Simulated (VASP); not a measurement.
Output of a VASP run:

**OSZICAR**
```
...
RMM:   5    -0.336497213245E+03   -0.82379E-05   -0.10622E-04   623   0.255E-02    0.144E-02
RMM:   6    -0.336497216121E+03   -0.28756E-05   -0.28778E-05   431   0.133E-02
  20 F= -.33649722E+03 E0= -.33649721E+03  d E =-.690589E-02  mag=     3.0000
       N       E                     dE             d eps       ncg     rms          rms(c)
DAV:   1    -0.336497533087E+03   -0.31984E-03   -0.51067E-02   720   0.414E-01    0.811E-02
RMM:   2    -0.336497712582E+03   -0.17949E-03   -0.19769E-03   632   0.100E-01    0.375E-02
RMM:   3    -0.336497745474E+03   -0.32892E-04   -0.39750E-04   650   0.470E-02    0.200E-02
RMM:   4    -0.336497750786E+03   -0.53123E-05   -0.72279E-05   593   0.215E-02
  21 F= -.33649775E+03 E0= -.33649774E+03  d E =-.744055E-02  mag=     3.0000
       N       E                     dE             d eps       ncg     rms          rms(c)
DAV:   1    -0.336499549616E+03   -0.18041E-02   -0.12607E-01   672   0.674E-01    0.171E-01
RMM:   2    -0.336500088702E+03   -0.53909E-03   -0.61166E-03   632   0.177E-01    0.681E-02
RMM:   3    -0.336500168205E+03   -0.79502E-04   -0.11053E-03   642   0.818E-02    0.333E-02
RMM:   4    -0.336500184609E+03   -0.16405E-04   -0.21853E-04   674   0.369E-02    0.236E-02
RMM:   5    -0.336500187078E+03   -0.24689E-05   -0.37199E-05   464   0.157E-02
  22 F= -.33650019E+03 E0= -.33650018E+03  d E =-.243629E-02  mag=     3.0000
       N       E                     dE             d eps       ncg     rms          rms(c)
DAV:   1    -0.336500192554E+03   -0.79446E-05   -0.20207E-04   752   0.270E-02    0.705E-03
RMM:   2    -0.336500193608E+03   -0.10540E-05   -0.11383E-05   352   0.780E-03    0.320E-03
RMM:   3    -0.336500193847E+03   -0.23936E-06   -0.21028E-06   343   0.362E-03    0.193E-03
RMM:   4    -0.336500193881E+03   -0.34332E-07   -0.27425E-07   173   0.185E-03
  23 F= -.33650019E+03 E0= -.33650018E+03  d E =-.244310E-02  mag=     3.0000
       N       E                     dE             d eps       ncg     rms          rms(c)
DAV:   1    -0.336501262061E+03   -0.10682E-02   -0.50553E-02   672   0.414E-01    0.948E-02
RMM:   2    -0.336501460522E+03   -0.19846E-03   -0.23375E-03   632   0.108E-01    0.402E-02
RMM:   3    -0.336501485026E+03   -0.24504E-04   -0.41956E-04   641   0.499E-02    0.194E-02
RMM:   4    -0.336501490909E+03   -0.58834E-05   -0.83501E-05   634   0.226E-02
  24 F= -.33650149E+03 E0= -.33650148E+03  d E =-.129703E-02  mag=     3.0000
       N       E                     dE             d eps       ncg     rms          rms(c)
DAV:   1    -0.336501614819E+03   -0.12979E-03   -0.14118E-02   704   0.219E-01    0.492E-02
RMM:   2    -0.336501671134E+03   -0.56315E-04   -0.65550E-04   632   0.576E-02    0.219E-02
RMM:   3    -0.336501678828E+03   -0.76944E-05   -0.12224E-04   642   0.269E-02    0.121E-02
RMM:   4    -0.336501680608E+03   -0.17798E-05   -0.23425E-05   400   0.122E-02
  25 F= -.33650168E+03 E0= -.33650167E+03  d E =-.148673E-02  mag=     3.0000
       N       E                     dE             d eps       ncg     rms          rms(c)
DAV:   1    -0.336502359306E+03   -0.68048E-03   -0.47979E-02   660   0.403E-01    0.878E-02
RMM:   2    -0.336502539206E+03   -0.17990E-03   -0.21064E-03   632   0.994E-02    0.390E-02
RMM:   3    -0.336502568222E+03   -0.29016E-04   -0.41073E-04   649   0.465E-02    0.192E-02
RMM:   4    -0.336502574967E+03   -0.67448E-05   -0.78082E-05   606   0.211E-02
  26 F= -.33650257E+03 E0= -.33650257E+03  d E =-.894359E-03  mag=     3.0000
```

File OUTCAR:
```
------------------------ aborting loop because EDIFF is reached ----------------------------------------
  FORCE on cell =-STRESS in cart. coord.  units (eV):
  Direction    XX          YY          ZZ          XY          YZ          ZX
  --------------------------------------------------------------------------------------
  Total       -9.0006961     -8.9829823     -8.9885727      8.8401782     -8.7990211      8.7977938
  in kB      -11.0225771    -11.0008841    -11.0077304     10.8260011    -10.7755986     10.7740957
  external PRESSURE =     -11.0103972 kB  Pullay stress =       0.0000000 kB
  volume of cell :     1308.29
      direct lattice vectors                 reciprocal lattice vectors
    10.937074700  0.000000000  0.000000000     0.091432127  0.000000000  0.000000000
     0.000000000 10.937074700  0.000000000     0.000000000  0.091432127  0.000000000
     0.000000000  0.000000000 10.937074700     0.000000000  0.000000000  0.091432127
 POSITION                                       TOTAL-FORCE (eV/Angst)
 -----------------------------------------------------------------------------------
      5.45922      0.02598      0.02610        -0.001962      0.001582     -0.000841
      6.78910      1.44471      1.44482         0.000635      0.002173     -0.000890
      8.17147      2.76783      0.05236        -0.007113      0.003042      0.005984
      9.49523      4.14952      1.44446        -0.000029     -0.000362      0.002557
      8.17039      0.05224      2.76837        -0.001810      0.007124      0.001417
      9.49377      1.44589      4.14885        -0.001743     -0.000628      0.004838
     10.92404      0.01368      0.01379         0.000551      0.003275      0.004542
      1.32761      1.38607      1.38655         0.012185     -0.000707     -0.001556
      2.69916      2.73254      0.00473         0.004670      0.006207      0.005543
      4.06562      4.10751      1.35131         0.007008     -0.004449      0.003951
      5.45429      5.48388      0.01326        -0.001327      0.000056     -0.003258
      6.83088      6.87225      1.35128         0.004690     -0.007359      0.007696
      8.20535      8.23889      0.00476        -0.007748     -0.002886      0.004815
      9.55155      9.61056      1.38673        -0.000494     -0.009702     -0.000687
      2.69851      0.00387      2.73267         0.012667      0.010749      0.003186
      4.06548      1.35084      4.10685         0.011702      0.001878      0.000522
      5.37286      2.83069      2.83033        -0.005959     -0.007339     -0.002487
      8.10844      5.56488      2.82995         0.004674      0.007517     -0.004389
      9.58783      6.87258      4.10660        -0.005420     -0.010351      0.002277
      5.45415      0.01245      5.48418        -0.001112      0.005858      0.001169
      6.83089      1.35064      6.87294         0.001383      0.008123     -0.007813
      8.10699      2.83101      5.56596         0.008847     -0.006114      0.003131
      9.58739      4.10710      6.87306        -0.005513      0.003822     -0.011203
      8.20582      0.00431      8.23948        -0.009483      0.005696     -0.008094
      9.55217      1.38646      9.61014        -0.002333     -0.000927     -0.008205
     10.91334      5.47942      0.02541        -0.006748     -0.001549      0.002916
      1.35181      6.85860      1.35303         0.004996     -0.000743      0.002081
      2.73609      8.20247     10.91917         0.001888     -0.002548     -0.002188
      4.07998      9.58665      1.35336        -0.000224     -0.003610     -0.001488
     10.88777      2.76841      2.76846        -0.004570      0.006159      0.002307
      1.36268      4.10285      4.10406        -0.005484      0.003731      0.002474
      2.69728      5.48553      2.71997         0.004767     -0.002043      0.000040
      4.17467      6.76441      4.02492        -0.001158      0.001205      0.002006
      5.45344      8.24147      2.71985         0.000944     -0.004806     -0.000584
      6.83571      9.57749      4.10310        -0.003840      0.001217      0.010643
     10.91221      0.02648      5.47879        -0.007110      0.003483      0.004435
      1.35110      1.35310      6.85889         0.006208     -0.003817     -0.001016
      2.69773      2.71869      5.48634         0.004087      0.004039     -0.006731
      4.17522      4.02505      6.76338        -0.002109     -0.001843      0.000776
      6.91322      6.76349      6.76281         0.002776      0.000566      0.005188
      8.21975      8.24116      5.48581        -0.002524     -0.000305     -0.006823
      9.58518      9.58709      6.85868         0.006330     -0.004756     -0.000923
      2.73500     10.91871      8.20306         0.005718      0.001410     -0.004694
      4.07948      1.35298      9.58676         0.001127     -0.000226     -0.002829
      5.45270      2.71962      8.24134         0.007143      0.000507     -0.001088
      6.83597      4.10245      9.57793        -0.008744      0.011265      0.000099
      8.21895      5.48636      8.24159         0.001395     -0.008909     -0.001784
      9.58547      6.85905      9.58706        -0.001342     -0.000419     -0.003665
     10.93433      8.23954      2.73248        -0.010512     -0.009277      0.004421
      1.37285      9.56556      4.11311        -0.002528     -0.001936      0.001328
     10.92576      5.48359      5.48365        -0.004518      0.001012      0.005266
      1.39919      6.82049      6.82040        -0.008368      0.005513      0.003003
      2.79082      8.14796      5.44304        -0.002682     -0.002429     -0.000409
      4.11757      9.53930      6.82113        -0.005633      0.009008      0.000432
     10.93397      2.73269      8.23954        -0.007084      0.007044     -0.010160
      1.37341      4.11298      9.56511         0.003357      0.001951     -0.001758
...
```
(Selected blocks of OUTCAR.)

POSCAR:
```
SnSi62
1
   10.9370747000     0.0000000000     0.0000000000
    0.0000000000    10.9370747000     0.0000000000
   -0.0000000000    -0.0000000000    10.9370747000
Si Sn
62 1
Direct
  0.5000000000   0.0000000000   0.0000000000
  0.6250000000   0.1250000000   0.1250000000
  0.7500000000   0.2500000000   0.0000000000
  0.8750000000   0.3750000000   0.1250000000
  0.7500000000   0.0000000000   0.2500000000
  0.8750000000   0.1250000000   0.3750000000
  0.0000000000   0.0000000000   0.0000000000
  0.1250000000   0.1250000000   0.1250000000
  0.2500000000   0.2500000000   0.0000000000
  0.3750000000   0.3750000000   0.1250000000
  0.5000000000   0.5000000000   0.0000000000
  0.6250000000   0.6250000000   0.1250000000
  0.7500000000   0.7500000000   0.0000000000
  0.8750000000   0.8750000000   0.1250000000
  0.2500000000   0.0000000000   0.2500000000
  0.3750000000   0.1250000000   0.3750000000
  0.5038330000   0.2489660000   0.2481120000
  0.7510750000   0.4997040000   0.2477480000
  0.8750000000   0.6250000000   0.3750000000
  0.5000000000   0.0000000000   0.5000000000
  0.6250000000   0.1250000000   0.6250000000
  0.7503710000   0.2542170000   0.5007710000
  0.8750000000   0.3750000000   0.6250000000
  0.7500000000   0.0000000000   0.7500000000
  0.8750000000   0.1250000000   0.8750000000
  0.0000000000   0.5000000000   0.0000000000
  0.1250000000   0.6250000000   0.1250000000
  0.2500000000   0.7500000000   0.0000000000
  0.3750000000   0.8750000000   0.1250000000
  0.0000000000   0.2500000000   0.2500000000
  0.1250000000   0.3750000000   0.3750000000
  0.2500000000   0.5000000000   0.2500000000
  0.3750000000   0.6250000000   0.3750000000
  0.5000000000   0.7500000000   0.2500000000
  0.6250000000   0.8750000000   0.3750000000
  0.0000000000   0.0000000000   0.5000000000
  0.1250000000   0.1250000000   0.6250000000
  0.2500000000   0.2500000000   0.5000000000
  0.3750000000   0.3750000000   0.6250000000
  0.6250000000   0.6250000000   0.6250000000
  0.7500000000   0.7500000000   0.5000000000
  0.8750000000   0.8750000000   0.6250000000
  0.2500000000   0.0000000000   0.7500000000
  0.3750000000   0.1250000000   0.8750000000
  0.5000000000   0.2500000000   0.7500000000
  0.6250000000   0.3750000000   0.8750000000
  0.7500000000   0.5000000000   0.7500000000
  0.8750000000   0.6250000000   0.8750000000
  0.0000000000   0.7500000000   0.2500000000
  0.1250000000   0.8750000000   0.3750000000
  0.0000000000   0.5000000000   0.5000000000
  0.1250000000   0.6250000000   0.6250000000
  0.2500000000   0.7500000000   0.5000000000
  0.3750000000   0.8750000000   0.6250000000
  0.0000000000   0.2500000000   0.7500000000
  0.1250000000   0.3750000000   0.8750000000
  0.2500000000   0.5000000000   0.7500000000
  0.3750000000   0.6250000000   0.8750000000
  0.5000000000   0.7500000000   0.7500000000
  0.6250000000   0.8750000000   0.8750000000
  0.0000000000   0.7500000000   0.7500000000
  0.1250000000   0.8750000000   0.8750000000
  0.5030210000   0.4970120000   0.5037240000
```

Question: Write an INCAR and KPOINTS that could have produced this output.

Answer: Several could match; the one computed here: the input of the run itself, PBE GGA, plane waves, VASP's PBE PAW potentials (set 64).

KPOINTS:
```
Automatic mesh
0
Gamma
1 1 1
0 0 0
```

### INCAR
```
# general
SYSTEM  = SnSi62
PREC    = Normal
ENCUT   = 400
LREAL   = Auto
LASPH   = T   # aspherical one-centre terms
ISYM    = 0
NELECT  = 251.0

# electronic loop
EDIFF   = 1E-5   # SCF stop (eV)
NELM    = 100
NELMIN  = 4
ALGO    = Fast
LMAXMIX = 4   # l cut-off of mixed one-centre charges

# smearing
ISMEAR  = 0   # Gaussian
SIGMA   = 0.05   # width (eV)

# functional
GGA     = PE   # PBE

# spin
ISPIN   = 2   # spin-polarised
MAGMOM  = 63*0.0476
NUPDOWN = 3

# ions
IBRION  = 2
NSW     = 70   # most ionic steps
ISIF    = 2   # forces and stress, cell fixed
EDIFFG  = -0.03

# output
LWAVE   = T
LCHARG  = F
LORBIT  = 10
```

POTCAR, in this order: Si Sn (PBE.64 set). Program: vasp_gam.

The cell is charged, with a uniform compensating background. The supercell is sampled at Γ alone, which is coarse: total energies, pressure and levels can be off, energies of defects by several tenths of an eV.

The cell is a supercell with a defect, built from Si (diamond): Sn_Si-vac_Si, charge +1.
